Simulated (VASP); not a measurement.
```yaml
crystal:
  lattice:
    - [0.00000, 2.94427, 2.94427]
    - [2.94427, 0.00000, 2.94427]
    - [2.94427, 2.94427, 0.00000]
  atoms:
    - { symbol: Li, position: [0.25000, 0.25000, 0.25000] }
    - { symbol: Li, position: [0.75000, 0.75000, 0.75000] }
    - { symbol: Se, position: [0.00000, 0.00000, 0.00000] }
```

Calculation: PBEsol GGA, VASP's PBE PAW potentials (set 64) (plane waves; VASP). Numerical set-up: 520 eV cut-off, 8×8×8 Γ-centred mesh, Gaussian smearing of 0.050 eV, potentials Li_sv Se.

Problem. Give the stress tensor in GPa (positive for a compressed cell).

Solution. 
```
1.12  0.00  0.00
0.00  1.12  0.00
0.00  0.00  1.12
```
The pressure is its mean diagonal, 1.12 GPa.

The compound is Li2Se in the antifluorite structure. This cell is one point of a volume scan, at 0.97 of the reference volume.
